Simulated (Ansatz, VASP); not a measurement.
**Cross-check of WSe2 between VASP and Ansatz**

Wanted: the spread between two codes on one cell, functional and k mesh. The cell is taken from a series of runs on this material, whose earlier steps may have relaxed, scaled, displaced or heated it; both programs get it as it stands.

Main program and level: Ansatz 0.2.0; plane waves, with VASP 6.6.1 beside it; zone-centre phonons at LDA.

## Step 1: The starting structure

Symmetry: P6_3/mmc, No. 194, hexagonal system. The conventional cell has a = 3.243 Å, b = 3.243 Å, c = 12.683 Å, α = 90.00°, β = 90.00°, γ = 120.00°. Nearest to W lie 6 Se at 2.51 Å. Se has 3 W at 2.51 Å nearest. Farther neighbours and most contacts between anions are not listed.

Coordinates:

```xyz
6
Lattice="3.2430 0.0000 0.0000 -1.6215 2.8085 0.0000 0.0000 0.0000 12.6829" Properties=species:S:1:pos:R:3 pbc="T T T"
W     0.0000    1.8723    3.1707
W     1.6215    0.9362    9.5121
Se    0.0000    1.8723    7.8442
Se    1.6215    0.9362    1.5028
Se    0.0000    1.8723   11.1800
Se    1.6215    0.9362    4.8386
```

## Step 2: VASP: zone-centre phonons, LDA

Second derivatives magnify differences that forces hide, and they need a tight electronic threshold.

Lines of VASP's logs that name or quote its potential files are left out, and so is its time.

The input, INCAR:

```
SYSTEM = WSe2
PREC = Accurate
ENCUT = 600
EDIFF = 1E-08
NELM = 120
ISMEAR = 0
SIGMA = 0.01
LREAL = .FALSE.
ALGO = Normal
GGA = CA
NBANDS = 24
LASPH = .TRUE.
LORBIT = 11
LWAVE = .FALSE.
LCHARG = .FALSE.
ISIF = 2
IBRION = 8
GGA_COMPAT = .FALSE.
EFERMI = MIDGAP
KPAR = 2
```

The input, POSCAR:

```
WSe2
1.0
    3.2429723270      0.0000000000      0.0000000000
   -1.6214861635      2.8084964190      0.0000000000
    0.0000000000      0.0000000000     12.6828554482
W Se
2 4
Direct
    0.3333333333      0.6666666667      0.2500000000
    0.6666666667      0.3333333333      0.7500000000
    0.3333333333      0.6666666667      0.6184918835
    0.6666666667      0.3333333333      0.1184918835
    0.3333333333      0.6666666667      0.8815081165
    0.6666666667      0.3333333333      0.3815081165
```

The input, KPOINTS:

```
Automatic mesh
0
Gamma
9 9 2
0 0 0
```

Potentials, in the order of the species: W and Se (LDA family, release 64).

The run is started by

```bash
> mpirun -np 2 vasp_std
```

Numbers of over 12 decimals in the logs are rounded to 6 here.

The program printed:

```text
[banner, memory and clock lines left out]
running    2 mpi-ranks, on    1 nodes
 distrk:  each k-point on    1 cores,    2 groups
 distr:  one band on    1 cores,    1 groups

 POSCAR found type information on POSCAR W Se
 POSCAR found :  2 types and       6 ions
 LDA part: xc-table for (Slater(with rela. corr.)+CA(PZ))
 , standard interpolation
 POSCAR, INCAR and KPOINTS ok, starting setup
 FFT: planning ... GRIDC
 FFT: planning ... GRID_SOFT
 FFT: planning ... GRID
 WAVECAR not read
 entering main loop
       N       E                     dE             d eps       ncg     rms          rms(c)
DAV:   1     0.198815082554E+03    0.19882E+03   -0.17228E+04  1152   0.148E+03
DAV:   2    -0.353545076914E+02   -0.23417E+03   -0.22673E+03  1624   0.271E+02
DAV:   3    -0.503882185409E+02   -0.15034E+02   -0.14921E+02  1544   0.667E+01
DAV:   4    -0.506311699078E+02   -0.24295E+00   -0.24240E+00  1432   0.934E+00
DAV:   5    -0.506365390972E+02   -0.53692E-02   -0.53664E-02  1576   0.114E+00    0.328E+01
DAV:   6    -0.491001706501E+02    0.15364E+01   -0.67497E+00  1632   0.122E+01    0.133E+01
DAV:   7    -0.488506586291E+02    0.24951E+00   -0.38850E+00  1488   0.979E+00    0.722E+00
DAV:   8    -0.486608977444E+02    0.18976E+00   -0.59775E-01  1520   0.450E+00    0.912E-01
DAV:   9    -0.486596257950E+02    0.12719E-02   -0.62806E-02  1600   0.131E+00    0.271E-01
DAV:  10    -0.486583777003E+02    0.12481E-02   -0.65460E-03  1584   0.445E-01    0.183E-01
DAV:  11    -0.486583581274E+02    0.19573E-04   -0.93799E-04  1552   0.164E-01    0.616E-02
DAV:  12    -0.486582728660E+02    0.85261E-04   -0.34550E-04  1608   0.103E-01    0.266E-02
DAV:  13    -0.486582745167E+02   -0.16507E-05   -0.19007E-05  1496   0.254E-02    0.897E-03
DAV:  14    -0.486582743830E+02    0.13369E-06   -0.64598E-06  1600   0.120E-02    0.901E-03
DAV:  15    -0.486582740621E+02    0.32092E-06   -0.15474E-06  1632   0.698E-03    0.550E-04
DAV:  16    -0.486582740659E+02   -0.38228E-08   -0.42721E-08  1424   0.119E-03
   1 F= -.48658274E+02 E0= -.48658274E+02  d E =0.000000E+00
 Linear response reoptimize wavefunctions to high precision
DAV:   1    -0.486582740662E+02   -0.33015E-09   -0.35784E-09  1088   0.319E-04
DAV:   2    -0.486582740662E+02   -0.65938E-11   -0.47430E-10   856   0.154E-04
 Linear response DOF=           4
 Linear response progress:
  Degree of freedom:   1/  4
       N       E                     dE             d eps       ncg     rms          rms(c)
RMM:   1    -0.117037043461E+00   -0.11704E+00   -0.99402E-02  6527   0.143E+00
RMM:   2    -0.112900066986E+00    0.41370E-02   -0.38179E-03  6340   0.266E-01    0.152E-01
RMM:   3    -0.112440795108E+00    0.45927E-03   -0.39820E-04  6596   0.770E-02    0.901E-02
RMM:   4    -0.112289404096E+00    0.15139E-03   -0.29608E-04  6363   0.834E-02    0.117E-02
RMM:   5    -0.112334866013E+00   -0.45462E-04   -0.81888E-06  7119   0.106E-02    0.341E-03
RMM:   6    -0.112349581654E+00   -0.14716E-04   -0.96505E-07  6928   0.306E-03    0.466E-04
RMM:   7    -0.112348157525E+00    0.14241E-05    0.16479E-06  7398   0.744E-04    0.196E-04
RMM:   8    -0.112347355284E+00    0.80224E-06   -0.66521E-09  7554   0.315E-04    0.430E-05
RMM:   9    -0.112347203357E+00    0.15193E-06    0.46097E-08  7592   0.165E-04    0.193E-05
RMM:  10    -0.112347166003E+00    0.37353E-07   -0.50401E-08  7665   0.131E-04    0.359E-06
RMM:  11    -0.112347182916E+00   -0.16912E-07   -0.66610E-08  7726   0.116E-04    0.121E-06
RMM:  12    -0.112347189384E+00   -0.64686E-08   -0.10607E-07  6825   0.111E-04    0.697E-07
RMM:  13    -0.112347192112E+00   -0.27282E-08   -0.29107E-08  5498   0.110E-04    0.169E-07
 first order change of Fermi-energy  -0.13280E-03
 force on displaced ion       1 direction 1 : -19.631  -0.000  -0.000
 Linear response progress:
  Degree of freedom:   2/  4
       N       E                     dE             d eps       ncg     rms          rms(c)
RMM:   1    -0.163899119056E+00   -0.16390E+00   -0.16045E-01  2331   0.160E+00
RMM:   2    -0.147866845243E+00    0.16032E-01   -0.75403E-03  1879   0.400E-01    0.153E-01
RMM:   3    -0.147316301399E+00    0.55054E-03   -0.73439E-04  1935   0.963E-02    0.880E-02
RMM:   4    -0.147234253668E+00    0.82048E-04   -0.28911E-04  1874   0.775E-02    0.284E-02
RMM:   5    -0.147336252902E+00   -0.10200E-03   -0.21231E-05  2007   0.210E-02    0.881E-03
RMM:   6    -0.147381861785E+00   -0.45609E-04   -0.10820E-05  2028   0.739E-03    0.154E-03
RMM:   7    -0.147384353359E+00   -0.24916E-05   -0.30500E-06  2135   0.184E-03    0.760E-04
RMM:   8    -0.147385821340E+00   -0.14680E-05   -0.24831E-07  2112   0.940E-04    0.345E-04
RMM:   9    -0.147385562806E+00    0.25853E-06   -0.25255E-06  2139   0.595E-04    0.520E-05
RMM:  10    -0.147385659769E+00   -0.96963E-07   -0.14626E-06  2232   0.279E-04    0.182E-05
RMM:  11    -0.147385658606E+00    0.11639E-08   -0.30162E-07  2236   0.226E-04    0.120E-05
RMM:  12    -0.147385620632E+00    0.37973E-07   -0.19659E-07  2289   0.209E-04    0.304E-06
RMM:  13    -0.147385624748E+00   -0.41162E-08   -0.26598E-07  2197   0.203E-04    0.140E-06
RMM:  14    -0.147385623233E+00    0.15155E-08   -0.15958E-07  1884   0.201E-04    0.616E-07
RMM:  15    -0.147385625574E+00   -0.23414E-08   -0.19322E-07  1522   0.200E-04    0.137E-07
RMM:  16    -0.147385625745E+00   -0.17101E-09   -0.21052E-07  1399   0.200E-04    0.223E-07
RMM:  17    -0.147385625726E+00    0.19504E-10   -0.21875E-07  1358   0.200E-04    0.468E-08
 first order change of Fermi-energy  -0.91559E-05
 force on displaced ion       1 direction 3 :  -0.000   0.000 -30.238
 Linear response progress:
  Degree of freedom:   3/  4
       N       E                     dE             d eps       ncg     rms          rms(c)
RMM:   1    -0.713682812857E-01   -0.71368E-01    0.41492E-02  8946   0.128E+00
RMM:   2    -0.703333077479E-01    0.10350E-02   -0.22265E-03  6518   0.240E-01    0.952E-02
RMM:   3    -0.704481744347E-01   -0.11487E-03   -0.15914E-04  7222   0.425E-02    0.577E-02
RMM:   4    -0.706063179648E-01   -0.15814E-03   -0.40257E-05  6936   0.295E-02    0.632E-03
RMM:   5    -0.705828917789E-01    0.23426E-04    0.12911E-06  7431   0.572E-03    0.405E-03
RMM:   6    -0.705647267327E-01    0.18165E-04   -0.24159E-07  7052   0.276E-03    0.424E-04
RMM:   7    -0.705652126264E-01   -0.48589E-06   -0.91299E-07  7815   0.735E-04    0.131E-04
RMM:   8    -0.705654252757E-01   -0.21265E-06    0.38754E-07  7633   0.308E-04    0.757E-05
RMM:   9    -0.705656566837E-01   -0.23141E-06   -0.15218E-07  7591   0.239E-04    0.171E-05
RMM:  10    -0.705655434836E-01    0.11320E-06    0.21628E-07  7892   0.191E-04    0.796E-06
RMM:  11    -0.705655452874E-01   -0.18038E-08   -0.69563E-08  7830   0.177E-04    0.143E-06
 first order change of Fermi-energy   0.12555E-04
 force on displaced ion       3 direction 1 :  -9.487  -0.001  -0.001
 Linear response progress:
  Degree of freedom:   4/  4
       N       E                     dE             d eps       ncg     rms          rms(c)
RMM:   1    -0.127086220120E+00   -0.12709E+00    0.68883E-02  2649   0.139E+00
RMM:   2    -0.123201231406E+00    0.38850E-02   -0.41711E-03  1932   0.317E-01    0.267E-01
RMM:   3    -0.123091506670E+00    0.10972E-03   -0.71878E-04  1976   0.959E-02    0.207E-01
RMM:   4    -0.123077995233E+00    0.13511E-04   -0.27000E-04  1990   0.543E-02    0.465E-02
RMM:   5    -0.123092248903E+00   -0.14254E-04   -0.92281E-05  1952   0.344E-02    0.825E-03
RMM:   6    -0.123092663231E+00   -0.41433E-06   -0.11128E-05  2112   0.881E-03    0.315E-03
RMM:   7    -0.123093955072E+00   -0.12918E-05   -0.89575E-07  2095   0.357E-03    0.109E-03
RMM:   8    -0.123095368448E+00   -0.14134E-05   -0.69264E-07  2199   0.101E-03    0.448E-04
RMM:   9    -0.123096014693E+00   -0.64625E-06   -0.11202E-06  2201   0.454E-04    0.165E-04
RMM:  10    -0.123096321756E+00   -0.30706E-06   -0.42973E-07  2256   0.296E-04    0.452E-05
RMM:  11    -0.123096364874E+00   -0.43118E-07   -0.31534E-07  2274   0.221E-04    0.215E-05
RMM:  12    -0.123096403898E+00   -0.39024E-07   -0.61346E-08  2314   0.197E-04    0.665E-06
RMM:  13    -0.123096411443E+00   -0.75446E-08   -0.19143E-07  2366   0.187E-04    0.254E-06
RMM:  14    -0.123096417105E+00   -0.56620E-08   -0.15022E-07  2184   0.184E-04    0.105E-06
RMM:  15    -0.123096415867E+00    0.12380E-08   -0.13310E-07  1835   0.182E-04    0.214E-07
RMM:  16    -0.123096416262E+00   -0.39500E-09   -0.13730E-07  1512   0.182E-04    0.158E-07
RMM:  17    -0.123096416078E+00    0.18421E-09   -0.17196E-07  1440   0.182E-04    0.766E-08
 first order change of Fermi-energy   0.63176E+00
 force on displaced ion       3 direction 3 :   0.000   0.000 -17.178
 Linear response finished
```

(Part 1 of 2 ends here.)

[Lines on the potential files, build, host, timing and source positions are cut from VASP's logs without a mark.]

[Logs are printed without paths, hosts, clocks, repeated set-up lines and the standing remarks that a program may print on its own settings, such as how far it seeks lower states.]

[Hosts, paths, dates, database ids (printed as entryN), source tags and the programs' standing remarks are cut or masked in the printed files.]
